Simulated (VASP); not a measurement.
Output of a VASP run:

**OUTCAR**
```
 ion  position               nearest neighbor table
   1  0.000  0.000  0.000-   4 2.17   4 2.17   4 2.17   3 2.17   3 2.17   3 2.17   2 3.07   2 3.07
                             2 3.07   2 3.07   2 3.07   2 3.07
   2  0.500  0.500  0.500-   3 2.17   3 2.17   3 2.17   4 2.17   4 2.17   4 2.17   1 3.07   1 3.07
                             1 3.07   1 3.07   1 3.07   1 3.07
   3  0.250  0.250  0.250-   1 2.17   1 2.17   1 2.17   2 2.17   2 2.17   2 2.17
   4  0.750  0.750  0.750-   2 2.17   2 2.17   2 2.17   1 2.17   1 2.17   1 2.17
  LATTYP: Found a trigonal (rhomboedric) cell.
 ALAT       =     5.3217614152
 COS(alpha) =     0.8333333333
 Subroutine PRICEL returns following result:
  LATTYP: Found a face centered cubic cell.
 ALAT       =     4.3452000000
 Subroutine GETGRP returns: Found 12 space group operations
The static configuration has the point symmetry D_3d.
The dynamic configuration has the point symmetry D_3d.
The overall configuration has the point symmetry D_3d.
 Subroutine INISYM returns: Found 12 space group operations
 Subroutine IBZKPT returns following result:
 Found     65 irreducible k-points:

 Following reciprocal coordinates:
            Coordinates               Weight
  0.000000  0.000000  0.000000      1.000000
  0.125000  0.000000  0.000000      6.000000
  0.250000  0.000000  0.000000      6.000000
  0.375000 -0.000000 -0.000000      6.000000
  0.500000  0.000000  0.000000      3.000000
  0.125000  0.125000 -0.000000      6.000000
  0.250000  0.125000  0.000000     12.000000
  0.375000  0.125000 -0.000000     12.000000
  0.500000  0.125000  0.000000     12.000000
 -0.375000  0.125000  0.000000     12.000000
 -0.250000  0.125000 -0.000000     12.000000
 -0.125000  0.125000  0.000000      6.000000
  0.250000  0.250000 -0.000000      6.000000
  0.375000  0.250000  0.000000     12.000000
  0.500000  0.250000  0.000000     12.000000
 -0.375000  0.250000  0.000000     12.000000
 -0.250000  0.250000  0.000000      6.000000
  0.375000  0.375000 -0.000000      6.000000
  0.500000  0.375000 -0.000000     12.000000
 -0.375000  0.375000  0.000000      6.000000
  0.500000  0.500000 -0.000000      3.000000
  0.125000  0.125000  0.125000      2.000000
  0.250000  0.125000  0.125000      6.000000
  0.375000  0.125000  0.125000      6.000000
  0.500000  0.125000  0.125000      6.000000
 -0.375000  0.125000  0.125000      6.000000
 -0.250000  0.125000  0.125000      6.000000
 -0.125000  0.125000  0.125000      6.000000
  0.250000  0.250000  0.125000      6.000000
  0.375000  0.250000  0.125000     12.000000
  0.500000  0.250000  0.125000     12.000000
 -0.375000  0.250000  0.125000     12.000000
 -0.250000  0.250000  0.125000     12.000000
 -0.125000  0.250000  0.125000     12.000000
  0.375000  0.375000  0.125000      6.000000
  0.500000  0.375000  0.125000     12.000000
 -0.375000  0.375000  0.125000     12.000000
 -0.250000  0.375000  0.125000     12.000000
 -0.125000  0.375000  0.125000     12.000000
  0.500000  0.500000  0.125000      6.000000
   k-points           NKPTS =     65   k-points in BZ     NKDIM =     65   number of bands    NBANDS=     19
   number of dos      NEDOS =    301   number of ions     NIONS =      4
   total plane-waves  NPLWV =  64000
   dimension x,y,z NGX =    40 NGY =   40 NGZ =   40
   dimension x,y,z NGXF=    80 NGYF=   80 NGZF=   80
   ions per type =               2   2
   PREC   = accura    normal or accurate (medium, high low for compatibility)
   ISTART =      0    job   : 0-new  1-cont  2-samecut
   ICHARG =      2    charge: 1-file 2-atom 10-const
   ISPIN  =      2    spin polarized calculation?
   LNONCOLLINEAR =      F non collinear calculations
   LSORBIT =      F    spin-orbit coupling
   INIWAV =      1    electr: 0-lowe 1-rand  2-diag
   ENCUT  =  520.0 eV  38.22 Ry    6.18 a.u.   9.89  9.89  9.89*2*pi/ulx,y,z
   NELM   =    100;   NELMIN=  2; NELMDL= -5     # of ELM steps
   EDIFF  = 0.1E-05   stopping-criterion for ELM
   LREAL  =      F    real-space projection
...
```

OSZICAR:
```
       N       E                     dE             d eps       ncg     rms          rms(c)
DAV:   1     0.256854508295E+03    0.25685E+03   -0.14713E+04  4956   0.191E+03
DAV:   2     0.126096795401E+02   -0.24424E+03   -0.23063E+03  5105   0.388E+02
DAV:   3    -0.228819526436E+02   -0.35492E+02   -0.34081E+02  5872   0.168E+02
DAV:   4    -0.244426478915E+02   -0.15607E+01   -0.15124E+01  5878   0.365E+01
DAV:   5    -0.244973001986E+02   -0.54652E-01   -0.54373E-01  6505   0.614E+00    0.211E+01
DAV:   6    -0.217066285690E+02    0.27907E+01   -0.61495E+01  7796   0.137E+02    0.276E+01
DAV:   7    -0.205690944032E+02    0.11375E+01   -0.23932E+01  6141   0.848E+01    0.106E+01
DAV:   8    -0.210237611528E+02   -0.45467E+00   -0.29688E+00  6843   0.245E+01    0.692E+00
DAV:   9    -0.210450348335E+02   -0.21274E-01   -0.19927E+00  8674   0.296E+01    0.237E+00
DAV:  10    -0.213127245944E+02   -0.26769E+00   -0.34170E-01  7481   0.192E+01    0.114E+00
DAV:  11    -0.213272687870E+02   -0.14544E-01   -0.14599E-01  7675   0.698E+00    0.411E-01
DAV:  12    -0.213373003132E+02   -0.10032E-01   -0.18594E-02  6604   0.154E+00    0.320E-01
DAV:  13    -0.213433836413E+02   -0.60833E-02   -0.41673E-03  8712   0.105E+00    0.226E-01
DAV:  14    -0.213506696158E+02   -0.72860E-02   -0.12041E-02  8712   0.204E+00    0.171E-01
DAV:  15    -0.213515600385E+02   -0.89042E-03   -0.32187E-03  7213   0.657E-01    0.971E-02
DAV:  16    -0.213521353906E+02   -0.57535E-03   -0.14512E-03  7416   0.669E-01    0.587E-02
DAV:  17    -0.213521495420E+02   -0.14151E-04   -0.28767E-04  5314   0.170E-01    0.349E-02
DAV:  18    -0.213521761248E+02   -0.26583E-04   -0.11782E-04  6589   0.305E-01    0.183E-02
DAV:  19    -0.213521783922E+02   -0.22674E-05   -0.31308E-05  6612   0.577E-02    0.838E-03
DAV:  20    -0.213521793071E+02   -0.91489E-06   -0.87844E-06  6169   0.359E-02
   1 F= -.21352179E+02 E0= -.21346661E+02  d E =-.110364E-01  mag=     0.0000
```

File OUTCAR:
```
------------------------ aborting loop because EDIFF is reached ----------------------------------------
  FORCE on cell =-STRESS in cart. coord.  units (eV):
  Direction    XX          YY          ZZ          XY          YZ          ZX
  --------------------------------------------------------------------------------------
  Total       -2.5649149     -2.5649149     -2.5649149      0.5632476      0.5632476      0.5632476
  in kB     -100.1807381   -100.1807381   -100.1807381     21.9993881     21.9993881     21.9993881
  external PRESSURE =    -100.1807381 kB  Pullay stress =       0.0000000 kB
  volume of cell :       41.02
      direct lattice vectors                 reciprocal lattice vectors
     4.345200000  2.172600000  2.172600000     0.345208506 -0.115069502 -0.115069502
     2.172600000  4.345200000  2.172600000    -0.115069502  0.345208506 -0.115069502
     2.172600000  2.172600000  4.345200000    -0.115069502 -0.115069502  0.345208506
 POSITION                                       TOTAL-FORCE (eV/Angst)
 -----------------------------------------------------------------------------------
      0.00000      0.00000      0.00000         0.000000     -0.000000      0.000000
      4.34520      4.34520      4.34520         0.000000      0.000000      0.000000
      2.17260      2.17260      2.17260        -0.000000      0.000000     -0.000000
      6.51780      6.51780      6.51780        -0.000000     -0.000000      0.000000
 -----------------------------------------------------------------------------------
    total drift:                                0.000000     -0.000000     -0.000000
  FREE ENERGIE OF THE ION-ELECTRON SYSTEM (eV)
  ---------------------------------------------------
  free  energy   TOTEN  =       -21.3521793071 eV

  energy  without entropy=      -21.3411429545  energy(sigma->0) =      -21.34666113

 total charge

# of ion       s       p       d       tot
------------------------------------------
    1        0.288   0.328   7.101   7.717
    2        0.288   0.328   7.101   7.717
    3        1.553   3.425   0.000   4.978
    4        1.553   3.425   0.000   4.978
--------------------------------------------------
tot          3.682   7.504  14.203  25.389

 magnetization (x)

# of ion       s       p       d       tot
------------------------------------------
    1        0.007   0.003   2.738   2.749
    2       -0.007  -0.003  -2.738  -2.749
    3        0.000   0.000   0.000   0.000
    4        0.000   0.000   0.000   0.000
--------------------------------------------------
tot          0.000   0.000   0.000   0.000
```
(Selected blocks of OUTCAR.)

File POSCAR:
```
CoO
1
    4.3452000000     2.1726000000     2.1726000000
    2.1726000000     4.3452000000     2.1726000000
    2.1726000000     2.1726000000     4.3452000000
Co O
2 2
Direct
  0.0000000000   0.0000000000   0.0000000000
  0.5000000000   0.5000000000   0.5000000000
  0.2500000000   0.2500000000   0.2500000000
  0.7500000000   0.7500000000   0.7500000000
```

Reconstruct the remaining input files.

One answer among several that fit: the input of the run itself, PBE GGA + U (Dudarev), plane waves, VASP's PBE PAW potentials (set 64).

### KPOINTS
```
kpoints
0
Gamma
 8 8 8
0 0 0
```

**INCAR**
```
ALGO  =  Normal
EDIFF  =  1E-6
ENCUT  =  520
GGA  =  PE
ISIF  =  2
ISMEAR  =  0
ISPIN  =  2
LASPH  =  .TRUE.
LCHARG  =  .FALSE.
LDAU  =  .TRUE.
LDAUJ  =  0 0
LDAUL  =  2 -1
LDAUPRINT  =  1
LDAUTYPE  =  2
LDAUU  =  5.0 0
LMAXMIX  =  4
LORBIT  =  10
LREAL  =  .FALSE.
LWAVE  =  .FALSE.
MAGMOM  =  3.0 -3.0 2*0.0
NELM  =  100
PREC  =  Accurate
SIGMA  =  0.05
SYSTEM  =  CoO
```

POTCAR, in this order: Co O (PBE.64 set). Program: vasp_std.

The compound is CoO in the rock salt, AFM-II order structure. The cell was not relaxed at this level. The run is one of a series of settings (LDAU = .TRUE., LDAUJ = 0 0, LDAUL = 2 -1, LDAUTYPE = 2, LDAUU = 5.0 0 against the base run), some of them coarse on purpose. A gapless solution with U can be a metastable orbital state.
